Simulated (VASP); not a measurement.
Method: vdW-DF2, VASP's PBE PAW potentials (set 64) (plane waves; VASP).

The input files of a VASP run:

### KPOINTS
```
Automatic mesh
0
Gamma
11 11 9
0 0 0
```

### INCAR
```
SYSTEM = HfB2
PREC = Accurate
ENCUT = 520
EDIFF = 1E-7
NELM = 100
ALGO = Normal
LREAL = .FALSE.
LASPH = .TRUE.
ISMEAR = 1
SIGMA = 0.1
GGA = ML
ZAB_VDW = -1.8867
LUSE_VDW = .TRUE.
AGGAC = 0.0
LMAXMIX = 6
LWAVE = .FALSE.
LCHARG = .FALSE.
ISIF = 4
IBRION = 2
NSW = 30
EDIFFG = -0.01
```

### POSCAR
```
HfB2
1.0
  1.5618757095  -2.7052483170   0.0000000000
  1.5618757095   2.7052483170   0.0000000000
  0.0000000000   0.0000000000   3.5442886100
Hf B
1 2
direct
  0.0000000000   0.0000000000   0.0000000000
  0.3333330000   0.6666670000   0.5000000000
  0.6666670000   0.3333330000   0.5000000000
```

POTCAR, in this order: Hf_pv B (PBE.64 set). Program: vasp_std.

The run wrote:

File OSZICAR:
```
       N       E                     dE             d eps       ncg     rms          rms(c)
DAV:   1     0.363467575220E+02    0.36347E+02   -0.85941E+03  1920   0.127E+03
DAV:   2    -0.213373950504E+02   -0.57684E+02   -0.54301E+02  2408   0.242E+02
DAV:   3    -0.231697364335E+02   -0.18323E+01   -0.18068E+01  2568   0.332E+01
DAV:   4    -0.231864504519E+02   -0.16714E-01   -0.16676E-01  2340   0.332E+00
DAV:   5    -0.231866408309E+02   -0.19038E-03   -0.19034E-03  2520   0.294E-01    0.477E+01
DAV:   6    -0.201810010066E+02    0.30056E+01   -0.72625E+00  2296   0.175E+01    0.366E+01
DAV:   7    -0.201407292135E+02    0.40272E-01   -0.16834E+00  2456   0.887E+00    0.155E+01
DAV:   8    -0.201042597236E+02    0.36469E-01   -0.38347E-01  2312   0.448E+00    0.268E+00
DAV:   9    -0.200965448072E+02    0.77149E-02   -0.40857E-02  2276   0.150E+00    0.235E-01
DAV:  10    -0.200966617077E+02   -0.11690E-03   -0.12402E-03  2328   0.321E-01    0.409E-01
DAV:  11    -0.200967114462E+02   -0.49738E-04   -0.16616E-04  2368   0.137E-01    0.160E-01
DAV:  12    -0.200967077771E+02    0.36691E-05   -0.85743E-06  2368   0.321E-02    0.245E-02
DAV:  13    -0.200967087108E+02   -0.93364E-06   -0.37561E-06  2320   0.197E-02    0.164E-03
DAV:  14    -0.200967087372E+02   -0.26470E-07   -0.10600E-07  1716   0.343E-03
   1 F= -.20096709E+02 E0= -.20096581E+02  d E =-.200967E+02
       N       E                     dE             d eps       ncg     rms          rms(c)
DAV:   1    -0.200978390562E+02   -0.11303E-02   -0.61959E-02  2024   0.216E+00    0.275E-01
DAV:   2    -0.200974524356E+02    0.38662E-03   -0.78757E-04  2384   0.254E-01    0.122E-01
DAV:   3    -0.200972812170E+02    0.17122E-03   -0.17757E-04  2352   0.108E-01    0.383E-02
DAV:   4    -0.200972732322E+02    0.79848E-05   -0.22526E-05  2608   0.402E-02    0.224E-02
DAV:   5    -0.200972733231E+02   -0.90878E-07   -0.12229E-06  2248   0.917E-03    0.902E-03
DAV:   6    -0.200972735349E+02   -0.21177E-06   -0.95791E-08  1456   0.318E-03    0.244E-03
DAV:   7    -0.200972735724E+02   -0.37526E-07   -0.19271E-08  1160   0.125E-03
   2 F= -.20097274E+02 E0= -.20097180E+02  d E =-.564835E-03
```

OUTCAR:
```
------------------------ aborting loop because EDIFF is reached ----------------------------------------
  FORCE on cell =-STRESS in cart. coord.  units (eV):
  Direction    XX          YY          ZZ          XY          YZ          ZX
  --------------------------------------------------------------------------------------
  Total        1.4207346      1.4207348      1.4283891     -0.0000000      0.0000000     -0.0000000
  in kB       75.9995200     75.9995338     76.4089828     -0.0000000      0.0000000     -0.0000000
  external PRESSURE =      76.1360122 kB  Pullay stress =       0.0000000 kB
  volume of cell :       29.95
      direct lattice vectors                 reciprocal lattice vectors
     1.564637806 -2.710032420  0.000000000     0.319562776 -0.184499638  0.000000000
     1.564637806  2.710032420  0.000000000     0.319562776  0.184499638  0.000000000
    -0.000000000 -0.000000000  3.531785989    -0.000000000 -0.000000000  0.283142864
 POSITION                                       TOTAL-FORCE (eV/Angst)
 -----------------------------------------------------------------------------------
      3.12928     -0.00000      3.53179        -0.000000      0.000000      0.000000
      1.56464      0.90335      1.76589         0.000000      0.000000      0.000000
      1.56464     -0.90335      1.76589        -0.000000     -0.000000     -0.000000
 -----------------------------------------------------------------------------------
    total drift:                                0.000000      0.000000     -0.000000
  FREE ENERGIE OF THE ION-ELECTRON SYSTEM (eV)
  ---------------------------------------------------
  free  energy   TOTEN  =       -20.0972735724 eV

  energy  without entropy=      -20.0969941699  energy(sigma->0) =      -20.09718044

 reached required accuracy - stopping structural energy minimisation
```
(Selected blocks of OUTCAR.)

File CONTCAR:
```
HfB2
   1.00000000000000
     1.5646378056021661   -2.7100324198659149    0.0000000000000000
     1.5646378056021661    2.7100324198659149    0.0000000000000000
    -0.0000000000000000   -0.0000000000000000    3.5317859890862207
  Hf              B
     1     2
Direct
     1.0000000000000000    1.0000000000000000    1.0000000000000000
     0.3333330000000032    0.6666669999999968    0.5000000000000000
     0.6666669999999968    0.3333330000000032    0.5000000000000000
```

The compound is HfB2 in the AlB2 type structure. This cell is one point of a volume scan, at 0.97 of the reference volume. Symmetry was kept, so distortions that lower it aren't found.
